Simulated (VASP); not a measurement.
An input for Quantum ESPRESSO's pw.x (written as the equivalent of a VASP run, and not itself run):

```
&CONTROL
  calculation = 'scf'
  pseudo_dir = './pseudo'
  outdir = './out'
  tprnfor = .true.
  tstress = .false.
/
&SYSTEM
  ibrav = 0
  nat = 2
  ntyp = 2
  ecutwfc = 86
  occupations = 'smearing'
  smearing = 'fermi-dirac'
  degauss = 0.003675
  input_dft = 'hse'
  nqx1 = 2
  nqx2 = 2
  nqx3 = 2
  screening_parameter = 0.1058
/
&ELECTRONS
  conv_thr = 7.3e-08
  electron_maxstep = 100
/
ATOMIC_SPECIES
  Mg 24.305 Mg.upf
  Se 78.971 Se.upf
CELL_PARAMETERS angstrom
     0.0000000    2.7670760    2.7670760
     2.7670760    0.0000000    2.7670760
     2.7670760    2.7670760    0.0000000
ATOMIC_POSITIONS crystal
  Mg   0.0000000  0.0000000  0.0000000
  Se   0.5000000  0.5000000  0.5000000
K_POINTS automatic
  2 2 2 0 0 0
```

Write the VASP files for the same calculation (HSE06).

This is not unique; one that fits is 
KPOINTS:
```
Automatic mesh
0
Gamma
2 2 2
0 0 0
```

### POSCAR
```
MgSe
1.0
  0.0000000000   2.7670760000   2.7670760000
  2.7670760000   0.0000000000   2.7670760000
  2.7670760000   2.7670760000   0.0000000000
Mg Se
1 1
Cart
  0.0000000000   0.0000000000   0.0000000000
  2.7670760000   2.7670760000   2.7670760000
```

**INCAR**
```
# general
SYSTEM   = MgSe
PREC     = Accurate
ENCUT    = 300
LREAL    = F
LASPH    = T
ISYM     = 3

# electronic loop
EDIFF    = 1E-6
NELM     = 100
ALGO     = Normal
LMAXMIX  = 4

# smearing
ISMEAR   = -1
SIGMA    = 0.05

# functional
GGA      = PE
LHFCALC  = T
AEXX     = 0.25
HFSCREEN = 0.2
PRECFOCK = Fast

# ions
ISIF     = 2

# output
LWAVE    = F
LCHARG   = F
```

POTCAR, in this order: Mg Se (PBE.64 set). Program: vasp_std.

What does not carry over: the potentials are each code's own (VASP's PAW set, PseudoDojo norm-conserving files in pw.x), so ENCUT and ecutwfc are chosen apart and not converted; conv_thr bounds pw.x's estimated SCF error, while EDIFF bounds the energy change between steps.

The structure comes from a computed database's MgSe entry; how it stands against other phases isn't given here. The cell was not relaxed at this level. The k-mesh is coarse (spacing up to 0.98 per Å, 2π included), so the numbers may not be converged in it. The run is one of a series of settings (KPOINTS 2×2×2 Γ-centred mesh against the base run), some of them coarse on purpose.
